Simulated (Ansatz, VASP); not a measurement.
# GeN: VASP beside Ansatz, part 2 of 2

Wanted: the spread between two codes on one cell, functional and k mesh. The cell is generated by rule, not measured, and may not be a known phase. The cell is taken from a series of runs on this material, whose earlier steps may have relaxed, scaled, displaced or heated it; both programs get it as it stands.

VASP 6.6.1 and Ansatz 0.2.0.

So far. Step 5 (Ansatz: single point, RPBE, pair 2): The run ends at a pressure of 0.11 GPa, with forces up to 0.45 eV/Å.

**6. VASP: single point, RPBE, pair 2**

Level of this step: RPBE; plane waves and PAW (Ge_d, N); invented cell (VASP).

The same cell, functional, mesh and smearing now go to VASP, with its own data sets.

INCAR

```
SYSTEM = GeN
PREC = Accurate
ENCUT = 600
EDIFF = 1E-06
NELM = 120
ISMEAR = 1
SIGMA = 0.15
LREAL = .FALSE.
ALGO = Normal
GGA = RP
NBANDS = 25
LORBIT = 11
LWAVE = .FALSE.
LCHARG = .FALSE.
ISIF = 2
LASPH = .TRUE.
GGA_COMPAT = .FALSE.
KPAR = 2
```

POSCAR

```
GeN
1.0
    0.0000000000      2.2600334388      2.2600334388
   -2.2600334388      2.2600334388      0.0000000000
   -4.5200668776     -2.2600334388      2.2600334388
Ge N
2 2
Direct
    0.0000000000      0.0000000000      0.0000000000
    0.5000000000      0.0000000000      0.5000000000
    0.2551092188      0.4897815623      0.7653276565
    0.7448907812      0.5102184377      0.2346723435
```

KPOINTS

```
Automatic mesh
0
Gamma
15 15 14
0 0 0
```

Potentials, in the order of the species: Ge_d and N (PBE family, release 64).

Started as:

```sh
$ mpirun -np 2 vasp_std
```

Numbers of over 12 decimals in the logs are rounded to 6 here.

Log:

```text
[banner, memory and clock lines left out]
running    2 mpi-ranks, on    1 nodes
[...]
[... a notice as in an earlier step ...]

 LDA part: xc-table for (Slater+PW92), standard interpolation
 [... a notice as in an earlier step ...]

 POSCAR, INCAR and KPOINTS ok, starting setup
[...]
entering main loop
       N       E                     dE             d eps       ncg     rms          rms(c)
DAV:   1     0.320111296636E+03    0.32011E+03   -0.20774E+04 52512   0.453E+03
DAV:   2     0.274117546927E+02   -0.29270E+03   -0.28374E+03 43488   0.759E+02
DAV:   3    -0.215377408879E+02   -0.48949E+02   -0.48135E+02 48898   0.188E+02
DAV:   4    -0.238085461590E+02   -0.22708E+01   -0.22384E+01 50685   0.436E+01
[...]
DAV:  11    -0.214513694869E+02   -0.50908E-04   -0.16038E-04 56878   0.117E-01    0.142E-02
DAV:  12    -0.214513801809E+02   -0.10694E-04   -0.17917E-05 40785   0.320E-02    0.146E-02
DAV:  13    -0.214513797832E+02    0.39765E-06   -0.27382E-06 43152   0.215E-02
   1 F= -.21451380E+02 E0= -.21451143E+02  d E =-.709697E-03
```

OUTCAR, selected parts (step 6):

```text
  Total        0.0717517      0.0717517      0.0717517      0.2096848     -0.2096848     -0.2096848
  in kB        2.4896486      2.4896486      2.4896486      7.2756686     -7.2756686     -7.2756686
  external PRESSURE =       2.4896486 kB  Pullay stress =       0.0000000 kB

 POSITION                                       TOTAL-FORCE (eV/Angst)
 -----------------------------------------------------------------------------------
      0.00000      0.00000      0.00000         0.000000     -0.000000      0.000000
     -2.26003      0.00000      2.26003         0.000000     -0.000000     -0.000000
     -4.56625     -0.04619      2.30622        -0.256450     -0.256450      0.256450
     -2.21385      2.30622      2.21385         0.256450      0.256450     -0.256450
 -----------------------------------------------------------------------------------
    total drift:                               -0.000000     -0.000000      0.000000

  FREE ENERGIE OF THE ION-ELECTRON SYSTEM (eV)
  ---------------------------------------------------
  free  energy   TOTEN  =       -21.4513797832 eV

  energy  without entropy=      -21.4506700861  energy(sigma->0) =      -21.45114322

[... 2 parts as in an earlier step ...]

[... 1 further part left out ...]
[key lines of the parts left out:]
E-fermi :   8.4522
```

The run ends at a pressure of 0.25 GPa, with forces up to 0.44 eV/Å.

**7. Comparison**

The two programs side by side:

```
      quantity  Ansatz  VASP  difference
pressure (GPa)    0.11  0.25       -0.14
```

Forces (eV/Å; atoms numbered as in POSCAR):

```
atom         Ansatz x, y, z           VASP x, y, z
 Ge1    0.000, 0.000, 0.000    0.000, 0.000, 0.000
 Ge2    0.000, 0.000, 0.000    0.000, 0.000, 0.000
  N3  -0.257, -0.257, 0.257  -0.256, -0.256, 0.256
  N4   0.257, 0.257, -0.257   0.256, 0.256, -0.256
```

The forces differ by 0.5 meV/Å r.m.s., which is 0.3 % of the r.m.s. force of 0.181 eV/Å (both taken over all components).

**8. Ansatz: single point, RPBE, pair 3**

With cell and atoms fixed, the geometry can't cause a difference; cores, projectors, grids and the points listed under the comparison can.

The cell is taken from a series of runs on this material, whose earlier steps may have relaxed, scaled, displaced or heated it; both programs get it as it stands.

input.yaml

```yaml
crystal:
  lattice:
    - [0.0, 2.2600334388, 2.2600334388]
    - [-2.2600334388, 2.2600334388, 0.0]
    - [-4.5200668776, -2.2600334388, 2.2600334388]
  atoms:
    - { symbol: Ge, position: [0.0, 1.0, 1.0] }
    - { symbol: Ge, position: [0.5, 1.0, 0.5] }
    - { symbol: "N", position: [0.2589411329, 0.4821177341, 0.7768233988] }
    - { symbol: "N", position: [0.7410588671, 0.5178822659, 0.2231766012] }
kpoints:
  mp_grid: { grid: [15, 15, 14] }
hamiltonian:
  xc: rpbe
scf:
  occupations: { method: methfessel_paxton, width: 0.15 }
output:
  forces: true
  stress: true
  eigenvalues: true
```

Started as:

```sh
$ ansatz run input.yaml --threads 4 --pin off --max-ram 7168MiB --backend cpu --events-out ev --progress --plain --runs-dir out
```

Log:

```text
[...]
Crystal: 4 atoms, lattice volume = 46.175 Å³
Basis set: ecut = 420 eV, 923 PW (Γ), exchange–correlation on 48×48×80 points (8 copies of the dense FFT grid, shifted against one another)
Bands: 23, of which v1, the nominal top of the filled ones, is band 19 counted from 1 (18 counted from 0)
Symmetry: 4 space group operations
k-points: 848 of 3150
[...]
--- Band table (eV; the first three rows and the last of 848) ---
  k-point 0: bands = [... 15 lower, 10.2584, 10.2584, 10.3428, 10.3428, 13.8512, 15.9501, 16.8427, 16.8428]
  k-point 1: bands = [... 15 lower, 10.2578, 10.3399, 10.3399, 10.5280, 13.8452, 15.9690, 16.8822, 16.8822]
  k-point 2: bands = [... 15 lower, 10.2562, 10.3318, 10.3319, 10.9983, 13.8246, 16.0267, 16.9994, 16.9994]
  k-point 847: bands = [... 15 lower, 7.2409, 9.0453, 9.0907, 10.8656, 12.4996, 16.4405, 17.2133, 18.6620]
[key lines of the parts left out:]
SCF converged after 8 iterations
Free energy (F): -9369.665883 eV
Fermi energy:    12.883570 eV
P = ⅓ Tr σ = 0.3140 GPa (3.140 kbar)
```

The run ends at a pressure of 0.31 GPa, with forces up to 0.50 eV/Å.

**9. VASP: single point, RPBE, pair 3**

The same cell, functional, mesh and smearing now go to VASP, with its own data sets.

INCAR is that of step 6.

Changes to POSCAR since step 6:

```diff
@@ -10,3 +10,3 @@
     0.5000000000      0.0000000000      0.5000000000
-    0.2551092188      0.4897815623      0.7653276565
-    0.7448907812      0.5102184377      0.2346723435
+    0.2589411329      0.4821177341      0.7768233988
+    0.7410588671      0.5178822659      0.2231766012
```

KPOINTS is that of step 6.

Started as:

```sh
$ mpirun -np 2 vasp_std
```

Log:

```text
[... set-up lines as in an earlier step ...]
 entering main loop
       N       E                     dE             d eps       ncg     rms          rms(c)
DAV:   1     0.320320113652E+03    0.32032E+03   -0.20774E+04 52475   0.453E+03
DAV:   2     0.274193889473E+02   -0.29290E+03   -0.28394E+03 43528   0.758E+02
DAV:   3    -0.217576548103E+02   -0.49177E+02   -0.48304E+02 48960   0.188E+02
DAV:   4    -0.240230017358E+02   -0.22653E+01   -0.22432E+01 51093   0.439E+01
[...]
DAV:  11    -0.215097869255E+02   -0.71934E-04   -0.33073E-04 66553   0.115E-01    0.205E-02
DAV:  12    -0.215097858066E+02    0.11189E-05   -0.35068E-05 52092   0.533E-02    0.131E-02
DAV:  13    -0.215097862749E+02   -0.46828E-06   -0.38365E-06 44780   0.206E-02
   1 F= -.21509786E+02 E0= -.21509644E+02  d E =-.427251E-03
```

From OUTCAR (step 9):

```text
  Total        0.1204438      0.1204438      0.1204438      0.5198266     -0.5198266     -0.5198266
  in kB        4.1791756      4.1791756      4.1791756     18.0370073    -18.0370073    -18.0370073
  external PRESSURE =       4.1791756 kB  Pullay stress =       0.0000000 kB

 POSITION                                       TOTAL-FORCE (eV/Angst)
 -----------------------------------------------------------------------------------
      0.00000      0.00000      0.00000         0.000000     -0.000000     -0.000000
     -2.26003      0.00000      2.26003         0.000000     -0.000000      0.000000
     -4.60090     -0.08083      2.34086        -0.285138     -0.285138      0.285138
     -2.17920      2.34086      2.17920         0.285138      0.285138     -0.285138
 -----------------------------------------------------------------------------------
    total drift:                               -0.000000     -0.000000      0.000000

  FREE ENERGIE OF THE ION-ELECTRON SYSTEM (eV)
  ---------------------------------------------------
  free  energy   TOTEN  =       -21.5097862749 eV

  energy  without entropy=      -21.5093590236  energy(sigma->0) =      -21.50964386

[... 2 parts as in an earlier step ...]

[... 1 further part left out ...]
[key lines of the parts left out:]
E-fermi :   8.4193
```

The run ends at a pressure of 0.42 GPa, with forces up to 0.49 eV/Å.

**10. Comparison**

Both answers:

```
      quantity  Ansatz  VASP  difference
pressure (GPa)    0.31  0.42       -0.10
```

Forces (eV/Å; atoms numbered as in POSCAR):

```
atom         Ansatz x, y, z           VASP x, y, z
 Ge1    0.000, 0.000, 0.000    0.000, 0.000, 0.000
 Ge2    0.000, 0.000, 0.000    0.000, 0.000, 0.000
  N3  -0.288, -0.287, 0.287  -0.285, -0.285, 0.285
  N4   0.288, 0.287, -0.287   0.285, 0.285, -0.285
```

The forces differ by 1.3 meV/Å r.m.s., which is 0.6 % of the r.m.s. force of 0.202 eV/Å (both taken over all components).

**11. Results**

```
r.m.s. force difference (single point, RPBE, pair 1) : 0.57 meV/Å
r.m.s. force difference (single point, RPBE, pair 2) : 0.49 meV/Å
r.m.s. force difference (single point, RPBE, pair 3) : 0.64 % of the r.m.s. force
```

The r.m.s. force difference is 0.64 % of the r.m.s. force (single point, RPBE, pair 3), within the 3 % picked in this series as the mark of a large difference. 5 further runs of this series are not shown here. How closely two codes agree says nothing of how well the functional describes the real material.

[Lines on the potential files, build, host, timing and source positions are cut from VASP's logs without a mark.]

[Logs are printed without paths, hosts, clocks, repeated set-up lines and the standing remarks that a program may print on its own settings, such as how far it seeks lower states.]

[Hosts, paths, dates, database ids (printed as entryN), source tags and the programs' standing remarks are cut or masked in the printed files.]
